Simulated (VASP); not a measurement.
A convergence study with VASP on HgS (zinc blende): a few settings are varied, all else stays as given below, so the limit is that of these other settings. The cell's lengths are 1 % over those of the tabulated start and one atom is moved, so it is off equilibrium.

```
HgS
1.0
    0.00000     2.95425     2.95425
    2.95425     0.00000     2.95425
    2.95425     2.95425     0.00000
Hg S
1 1
Cartesian
  0.00000   0.00000   0.00000
  1.53772   1.47713   1.47712
```

Computed with PBE GGA, VASP's PBE PAW potentials (set 64) (plane waves; VASP). The last row used: 900 eV cut-off, 7×7×7 Γ-centred mesh, Gaussian smearing of 0.050 eV, potentials Hg S_h.

Energies of different potentials or hybrids have different zeros.

```csv
setting,E (eV/atom),pressure (GPa),plane waves
"ENCUT = 300, POTCAR Hg S",-2.2611,2.27,620
"ENCUT = 400, POTCAR Hg S",-2.2640,2.71,950
"ENCUT = 520, POTCAR Hg S",-2.2640,2.71,1411
"ENCUT = 700, POTCAR Hg S",-2.2642,2.77,2186
"ENCUT = 900, POTCAR Hg S",-2.2642,(withheld),3186
"ENCUT = 300, POTCAR Hg S_h",(withheld),(withheld),620
"ENCUT = 400, POTCAR Hg S_h",-2.2613,2.61,950
"ENCUT = 520, POTCAR Hg S_h",-2.2624,2.72,1411
"ENCUT = 700, POTCAR Hg S_h",-2.2629,2.81,2186
"ENCUT = 900, POTCAR Hg S_h",-2.2628,2.80,3186
```

Problem. Complete the blanks.

Solution. 
- ENCUT = 900, POTCAR Hg S, pressure (GPa): 2.76
- ENCUT = 300, POTCAR Hg S_h, E (eV/atom): -2.2575
- ENCUT = 300, POTCAR Hg S_h, pressure (GPa): 2.26

Left out are rungs that failed or repeat a setting and relaxations that didn't move; long series are thinned to 24 rows.

The compound is HgS in the zinc blende structure, metacinnabar; cinnabar is the stable form. The cell was not relaxed at this level, it is distorted from the ideal structure.
